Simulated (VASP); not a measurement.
Consider the following.

```yaml
crystal:
  lattice:
    - [-1.91507, 1.91507, 2.93494]
    - [1.91507, -1.91507, 2.93494]
    - [1.91507, 1.91507, -2.93494]
  atoms:
    - { symbol: Sn, position: [0.00876, 0.00876, 0.00000] }
    - { symbol: P, position: [0.56324, 0.56324, 0.00000] }
```

Level of theory: PBEsol GGA, VASP's PBE PAW potentials (set 64) (plane waves; VASP). Run with 400 eV cut-off, Gaussian smearing of 0.050 eV, potentials Sn_d P.

**Question.** Give the energies of bands 7 to 12 at the high-symmetry points, in eV from the Fermi level.

**Answer.** 
```csv
band,Γ,X,P,N,M,S,R
7,-1.75,-6.18,-6.74,-8.65,-6.94,-7.86,-7.37
8,-1.51,-5.57,-5.31,-1.64,-3.83,-5.34,-5.45
9,-1.51,-4.01,-5.31,-0.80,-3.32,-2.37,-4.47
10,-0.98,-3.08,-0.15,0.81,-3.32,-0.64,-0.06
11,4.43,1.97,2.54,1.68,2.62,4.41,3.61
12,4.98,6.76,4.89,1.84,8.06,4.64,4.99
```

It has no gap at this level: it comes out as a metal or semimetal.

The structure comes from a computed database's SnP entry (I4mm); how it stands against other phases isn't given here. It was relaxed first. The electron count is odd and the run is not spin-polarised, which forces a metal.
